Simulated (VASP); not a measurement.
All values below come from revTPSS meta-GGA, VASP's PBE PAW potentials (set 64) (plane waves; VASP).

The input files of a VASP run:

**INCAR**
```
# general
SYSTEM   =  Pd
PREC     =  Accurate
ENCUT    =  520
LREAL    =  .FALSE.
LASPH    =  .TRUE.

# electronic loop
EDIFF    =  1E-6
NELM     =  100
ALGO     =  Normal
LMAXMIX  =  4
LMIXTAU  =  .TRUE.

# smearing
ISMEAR   =  1
SIGMA    =  0.1

# functional
METAGGA  =  RTPSS

# ions
IBRION   =  2
NSW      =  60
ISIF     =  3
EDIFFG   =  -0.01

# output
LWAVE    =  .FALSE.
LCHARG   =  .FALSE.
```

### POSCAR
```
Pd
1.0
  0.0000000000   1.9450000000   1.9450000000
  1.9450000000   0.0000000000   1.9450000000
  1.9450000000   1.9450000000   0.0000000000
Pd
1
Cart
  0.0000000000   0.0000000000   0.0000000000
```

KPOINTS:
```
Automatic mesh
0
Gamma
14 14 14
0 0 0
```

POTCAR, in this order: Pd (PBE.64 set). Program: vasp_std.

The run wrote:

File OUTCAR:
```
 ion  position               nearest neighbor table
   1  0.000  0.000  0.000-
  LATTYP: Found a face centered cubic cell.
 ALAT       =     3.8900000000
 Subroutine PRICEL returns:
 Original cell was already a primitive cell.
 Subroutine GETGRP returns: Found 48 space group operations
The static configuration has the point symmetry O_h .
The dynamic configuration has the point symmetry O_h .
 Subroutine INISYM returns: Found 48 space group operations
 Subroutine IBZKPT returns following result:
 Found    104 irreducible k-points:

 Following reciprocal coordinates:
            Coordinates               Weight
  0.000000  0.000000  0.000000      1.000000
  0.071429  0.000000  0.000000      8.000000
  0.142857  0.000000  0.000000      8.000000
  0.214286  0.000000  0.000000      8.000000
  0.285714  0.000000  0.000000      8.000000
  0.357143  0.000000  0.000000      8.000000
  0.428571  0.000000  0.000000      8.000000
  0.500000  0.000000  0.000000      4.000000
  0.071429  0.071429  0.000000      6.000000
  0.142857  0.071429  0.000000     24.000000
  0.214286  0.071429  0.000000     24.000000
  0.285714  0.071429  0.000000     24.000000
  0.357143  0.071429  0.000000     24.000000
  0.428571  0.071429  0.000000     24.000000
  0.500000  0.071429  0.000000     24.000000
 -0.428571  0.071429  0.000000     24.000000
 -0.357143  0.071429  0.000000     24.000000
 -0.285714  0.071429  0.000000     24.000000
 -0.214286  0.071429  0.000000     24.000000
 -0.142857  0.071429  0.000000     24.000000
 -0.071429  0.071429  0.000000     12.000000
  0.142857  0.142857  0.000000      6.000000
  0.214286  0.142857  0.000000     24.000000
  0.285714  0.142857  0.000000     24.000000
  0.357143  0.142857  0.000000     24.000000
  0.428571  0.142857  0.000000     24.000000
  0.500000  0.142857  0.000000     24.000000
 -0.428571  0.142857  0.000000     24.000000
 -0.357143  0.142857  0.000000     24.000000
 -0.285714  0.142857  0.000000     24.000000
 -0.214286  0.142857  0.000000     24.000000
 -0.142857  0.142857  0.000000     12.000000
  0.214286  0.214286  0.000000      6.000000
  0.285714  0.214286  0.000000     24.000000
  0.357143  0.214286  0.000000     24.000000
  0.428571  0.214286  0.000000     24.000000
  0.500000  0.214286  0.000000     24.000000
 -0.428571  0.214286  0.000000     24.000000
 -0.357143  0.214286  0.000000     24.000000
 -0.285714  0.214286  0.000000     24.000000
   k-points           NKPTS =    104   k-points in BZ     NKDIM =    104   number of bands    NBANDS=      9
   number of dos      NEDOS =    301   number of ions     NIONS =      1
   total plane-waves  NPLWV =   8000
   dimension x,y,z NGX =    20 NGY =   20 NGZ =   20
   dimension x,y,z NGXF=    40 NGYF=   40 NGZF=   40
   ions per type =               1
   PREC   = accura    normal or accurate (medium, high low for compatibility)
   ISTART =      0    job   : 0-new  1-cont  2-samecut
   ICHARG =      2    charge: 1-file 2-atom 10-const
   ISPIN  =      1    spin polarized calculation?
   LNONCOLLINEAR =      F non collinear calculations
   LSORBIT =      F    spin-orbit coupling
   INIWAV =      1    electr: 0-lowe 1-rand  2-diag
   ENCUT  =  520.0 eV  38.22 Ry    6.18 a.u.   5.11  5.11  5.11*2*pi/ulx,y,z
   NELM   =    100;   NELMIN=  2; NELMDL= -5     # of ELM steps
   EDIFF  = 0.1E-05   stopping-criterion for ELM
   LREAL  =      F    real-space projection
   NLSPLINE    = F    spline interpolate recip. space projectors
   LMAXMIX     =    4 max onsite mixed and CHGCAR
   VOSKOWN=      0    Vosko Wilk Nusair interpolation
...
```

OSZICAR:
```
       N       E                     dE             d eps       ncg     rms          rms(c)
DAV:   1     0.725061298126E+02    0.72506E+02   -0.61514E+03  1968   0.127E+03
DAV:   2     0.153832261128E+02   -0.57123E+02   -0.55391E+02  2116   0.266E+02
DAV:   3     0.142782246311E+02   -0.11050E+01   -0.10805E+01  3094   0.465E+01
DAV:   4     0.142713663097E+02   -0.68583E-02   -0.68559E-02  2716   0.330E+00
DAV:   5     0.142712608372E+02   -0.10547E-03   -0.10546E-03  3209   0.392E-01    0.897E+00
DAV:   6     0.960977505552E+01   -0.46615E+01   -0.85903E+00  1907   0.414E+01    0.439E+00
DAV:   7     0.102845436239E+02    0.67477E+00   -0.41159E+00  1959   0.195E+01    0.339E+00
DAV:   8     0.978242502636E+01   -0.50212E+00   -0.21688E-01  1949   0.561E+00    0.175E+00
DAV:   9     0.964246366502E+01   -0.13996E+00   -0.37736E-01  1991   0.570E+00    0.287E-01
DAV:  10     0.964273187430E+01    0.26821E-03   -0.57564E-03  2832   0.910E-01    0.182E-01
DAV:  11     0.964220641692E+01   -0.52546E-03   -0.24020E-03  1944   0.577E-01    0.437E-02
DAV:  12     0.964199921054E+01   -0.20721E-03   -0.14646E-04  1948   0.110E-01    0.202E-02
DAV:  13     0.964200240283E+01    0.31923E-05   -0.31899E-05  2080   0.587E-02    0.104E-02
DAV:  14     0.964199955002E+01   -0.28528E-05   -0.74708E-06  1966   0.300E-02    0.188E-03
DAV:  15     0.964199936967E+01   -0.18036E-06   -0.12691E-06  1001   0.864E-03
   1 F= 0.96419994E+01 E0= 0.96424764E+01  d E =0.964200E+01
       N       E                     dE             d eps       ncg     rms          rms(c)
DAV:   1     0.959188847869E+01   -0.50111E-01   -0.99141E-01  1899   0.113E+01    0.161E+00
DAV:   2     0.964349572340E+01    0.51607E-01   -0.24092E-01  1889   0.467E+00    0.397E-01
DAV:   3     0.964305085958E+01   -0.44486E-03   -0.12237E-03  1952   0.325E-01    0.223E-01
DAV:   4     0.964331708237E+01    0.26622E-03   -0.10715E-03  1984   0.268E-01    0.279E-02
DAV:   5     0.964295588771E+01   -0.36119E-03   -0.44532E-04  1878   0.208E-01    0.175E-02
DAV:   6     0.964293139780E+01   -0.24490E-04   -0.60297E-05  1941   0.687E-02    0.105E-02
DAV:   7     0.964293154470E+01    0.14690E-06   -0.24128E-05  1928   0.522E-02    0.367E-03
DAV:   8     0.964293014498E+01   -0.13997E-05   -0.19590E-06  1824   0.127E-02    0.525E-04
DAV:   9     0.964293018517E+01    0.40182E-07   -0.13557E-08   954   0.143E-03
   2 F= 0.96429302E+01 E0= 0.96433971E+01  d E =0.930816E-03
       N       E                     dE             d eps       ncg     rms          rms(c)
DAV:   1     0.962330795289E+01   -0.19622E-01   -0.36649E-01  1897   0.695E+00    0.933E-01
DAV:   2     0.964150007638E+01    0.18192E-01   -0.86144E-02  1887   0.274E+00    0.270E-01
DAV:   3     0.964141124775E+01   -0.88829E-04   -0.80708E-04  1935   0.197E-01    0.152E-01
DAV:   4     0.964159905013E+01    0.18780E-03   -0.45488E-04  1982   0.178E-01    0.255E-02
DAV:   5     0.964142211282E+01   -0.17694E-03   -0.21647E-04  1880   0.126E-01    0.104E-02
DAV:   6     0.964141235818E+01   -0.97546E-05   -0.32296E-05  1921   0.515E-02    0.744E-03
DAV:   7     0.964140996998E+01   -0.23882E-05   -0.89394E-06  1931   0.316E-02    0.128E-03
DAV:   8     0.964140982002E+01   -0.14996E-06   -0.17055E-07   950   0.355E-03
   3 F= 0.96414098E+01 E0= 0.96418812E+01  d E =-.589550E-03
```

### OUTCAR
```
------------------------ aborting loop because EDIFF is reached ----------------------------------------
  FORCE on cell =-STRESS in cart. coord.  units (eV):
  Direction    XX          YY          ZZ          XY          YZ          ZX
  --------------------------------------------------------------------------------------
  Total        0.0024147      0.0024147      0.0024147      0.0000000      0.0000000     -0.0000000
  in kB        0.2650164      0.2650164      0.2650164      0.0000000      0.0000000     -0.0000000
  external PRESSURE =       0.2650164 kB  Pullay stress =       0.0000000 kB
  volume of cell :       14.60
      direct lattice vectors                 reciprocal lattice vectors
     0.000000000  1.939792340  1.939792340    -0.257759550  0.257759550  0.257759550
     1.939792340  0.000000000  1.939792340     0.257759550 -0.257759550  0.257759550
     1.939792340  1.939792340  0.000000000     0.257759550  0.257759550 -0.257759550
 POSITION                                       TOTAL-FORCE (eV/Angst)
 -----------------------------------------------------------------------------------
      0.00000      0.00000      0.00000        -0.000000      0.000000      0.000000
 -----------------------------------------------------------------------------------
    total drift:                                0.000000     -0.000000      0.000000
  FREE ENERGIE OF THE ION-ELECTRON SYSTEM (eV)
  ---------------------------------------------------
  free  energy   TOTEN  =         9.6414098200 eV

  energy  without entropy=        9.6428239091  energy(sigma->0) =        9.64188118

 reached required accuracy - stopping structural energy minimisation
```
(Selected blocks of OUTCAR.)

File CONTCAR:
```
Pd
   1.00000000000000
     0.0000000000000000    1.9397923404245292    1.9397923404245292
     1.9397923404245292    0.0000000000000000    1.9397923404245292
     1.9397923404245292    1.9397923404245292    0.0000000000000000
  Pd
     1
Direct
     0.0000000000000000    0.0000000000000000    0.0000000000000000
```

The compound is Pd in the fcc structure. This run relaxes it. Symmetry was kept, so distortions that lower it aren't found.
